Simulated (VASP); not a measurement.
Computed with revTPSS meta-GGA, VASP's PBE PAW potentials (set 64) (plane waves; VASP).

VASP input:

### INCAR
```
SYSTEM  =  FeAl
PREC  =  Accurate; ENCUT  =  520; LREAL  =  .FALSE.
LASPH  =  .TRUE.
EDIFF  =  1E-7; NELM  =  100; ALGO  =  Normal
LMAXMIX  =  4; LMIXTAU  =  .TRUE.
ISMEAR  =  1; SIGMA  =  0.1
METAGGA  =  RTPSS
ISIF  =  2
LWAVE  =  .FALSE.; LCHARG  =  .FALSE.
```

**POSCAR**
```
FeAl
1
    2.8955620168     0.0000000000     0.0000000000
    0.0000000000     2.8955620168     0.0000000000
    0.0000000000     0.0000000000     2.8955620168
Al Fe
1 1
Direct
  0.5000000000   0.5000000000   0.5000000000
  0.0000000000   0.0000000000   0.0000000000
```

**KPOINTS**
```
Automatic mesh
0
Gamma
13 13 13
0 0 0
```

POTCAR, in this order: Al Fe (PBE.64 set). Program: vasp_std.

Output

**OUTCAR**
```
 ion  position               nearest neighbor table
   1  0.500  0.500  0.500-   2 2.51   2 2.51   2 2.51   2 2.51   2 2.51   2 2.51   2 2.51   2 2.51
  LATTYP: Found a simple cubic cell.
 ALAT       =     2.8955620168
 Subroutine PRICEL returns:
 Original cell was already a primitive cell.
 Subroutine GETGRP returns: Found 48 space group operations
The static configuration has the point symmetry O_h .
The dynamic configuration has the point symmetry O_h .
 Subroutine INISYM returns: Found 48 space group operations
 Subroutine IBZKPT returns following result:
 Found     84 irreducible k-points:

 Following reciprocal coordinates:
            Coordinates               Weight
  0.000000  0.000000  0.000000      1.000000
  0.076923  0.000000  0.000000      6.000000
  0.153846  0.000000  0.000000      6.000000
  0.230769  0.000000  0.000000      6.000000
  0.307692  0.000000  0.000000      6.000000
  0.384615  0.000000  0.000000      6.000000
  0.461538  0.000000  0.000000      6.000000
  0.076923  0.076923  0.000000     12.000000
  0.153846  0.076923  0.000000     24.000000
  0.230769  0.076923  0.000000     24.000000
  0.307692  0.076923  0.000000     24.000000
  0.384615  0.076923  0.000000     24.000000
  0.461538  0.076923  0.000000     24.000000
  0.153846  0.153846  0.000000     12.000000
  0.230769  0.153846  0.000000     24.000000
  0.307692  0.153846  0.000000     24.000000
  0.384615  0.153846  0.000000     24.000000
  0.461538  0.153846  0.000000     24.000000
  0.230769  0.230769  0.000000     12.000000
  0.307692  0.230769  0.000000     24.000000
  0.384615  0.230769  0.000000     24.000000
  0.461538  0.230769  0.000000     24.000000
  0.307692  0.307692  0.000000     12.000000
  0.384615  0.307692  0.000000     24.000000
  0.461538  0.307692  0.000000     24.000000
...
```

**OSZICAR**
```
       N       E                     dE             d eps       ncg     rms          rms(c)
DAV:   1     0.570511042820E+02    0.57051E+02   -0.60093E+03  1512   0.149E+03
DAV:   2     0.310647085703E+01   -0.53945E+02   -0.52556E+02  1522   0.243E+02
DAV:   3     0.123178412169E+01   -0.18747E+01   -0.18557E+01  1773   0.681E+01
DAV:   4     0.119424300325E+01   -0.37541E-01   -0.37523E-01  2022   0.883E+00
DAV:   5     0.119339273072E+01   -0.85027E-03   -0.85024E-03  1916   0.124E+00    0.688E+00
DAV:   6    -0.123310700274E+02   -0.13524E+02   -0.13537E+01  1514   0.450E+01    0.807E+00
DAV:   7    -0.169043264384E+02   -0.45733E+01   -0.14805E+01  2218   0.634E+01    0.224E+01
DAV:   8    -0.117680075721E+02    0.51363E+01   -0.24269E+01  2061   0.820E+01    0.409E+00
DAV:   9    -0.119654010753E+02   -0.19739E+00   -0.57948E+00  1760   0.371E+01    0.528E+00
DAV:  10    -0.119905724683E+02   -0.25171E-01   -0.40584E-02  1687   0.214E+00    0.539E+00
DAV:  11    -0.116544714277E+02    0.33610E+00   -0.18002E+00  1716   0.211E+01    0.119E+00
DAV:  12    -0.116492959364E+02    0.51755E-02   -0.19827E-02  1737   0.144E+00    0.136E+00
DAV:  13    -0.116467972295E+02    0.24987E-02   -0.24328E-02  1741   0.257E+00    0.114E+00
DAV:  14    -0.116462322982E+02    0.56493E-03   -0.14457E-03  2256   0.514E-01    0.721E-01
DAV:  15    -0.116465359953E+02   -0.30370E-03   -0.47483E-04  1699   0.395E-01    0.369E-01
DAV:  16    -0.116466063696E+02   -0.70374E-04   -0.47116E-05  1567   0.117E-01    0.350E-01
DAV:  17    -0.116463351689E+02    0.27120E-03   -0.11376E-03  1730   0.564E-01    0.108E-01
DAV:  18    -0.116463881670E+02   -0.52998E-04   -0.33058E-04  1834   0.286E-01    0.535E-02
DAV:  19    -0.116463979095E+02   -0.97425E-05   -0.48681E-06  1572   0.305E-02    0.914E-03
DAV:  20    -0.116463996776E+02   -0.17681E-05   -0.15402E-06  1861   0.191E-02    0.374E-03
DAV:  21    -0.116463995352E+02    0.14239E-06   -0.18006E-07   775   0.703E-03    0.227E-03
DAV:  22    -0.116463996102E+02   -0.74923E-07   -0.57592E-08   769   0.316E-03
   1 F= -.11646400E+02 E0= -.11645908E+02  d E =-.147614E-02
```

### OUTCAR
```
------------------------ aborting loop because EDIFF is reached ----------------------------------------
  FORCE on cell =-STRESS in cart. coord.  units (eV):
  Direction    XX          YY          ZZ          XY          YZ          ZX
  --------------------------------------------------------------------------------------
  Total       -1.5290339     -1.5290339     -1.5290339      0.0000000     -0.0000000      0.0000000
  in kB     -100.9088083   -100.9088083   -100.9088083      0.0000000     -0.0000000      0.0000000
  external PRESSURE =    -100.9088083 kB  Pullay stress =       0.0000000 kB
  volume of cell :       24.28
      direct lattice vectors                 reciprocal lattice vectors
     2.895562017  0.000000000  0.000000000     0.345356098  0.000000000  0.000000000
     0.000000000  2.895562017  0.000000000     0.000000000  0.345356098  0.000000000
     0.000000000  0.000000000  2.895562017     0.000000000  0.000000000  0.345356098
 POSITION                                       TOTAL-FORCE (eV/Angst)
 -----------------------------------------------------------------------------------
      1.44778      1.44778      1.44778         0.000000      0.000000      0.000000
      0.00000      0.00000      0.00000         0.000000      0.000000      0.000000
 -----------------------------------------------------------------------------------
    total drift:                                0.000000      0.000000      0.000000
  FREE ENERGIE OF THE ION-ELECTRON SYSTEM (eV)
  ---------------------------------------------------
  free  energy   TOTEN  =       -11.6463996102 eV

  energy  without entropy=      -11.6449234721  energy(sigma->0) =      -11.64590756
```
(Selected blocks of OUTCAR.)

The compound is FeAl in the CsCl type structure. This cell is one point of a volume scan, at 1.06 of the reference volume. The run is not spin-polarised, so no magnetic state was tried. The electron count is odd and the run is not spin-polarised, which forces a metal.
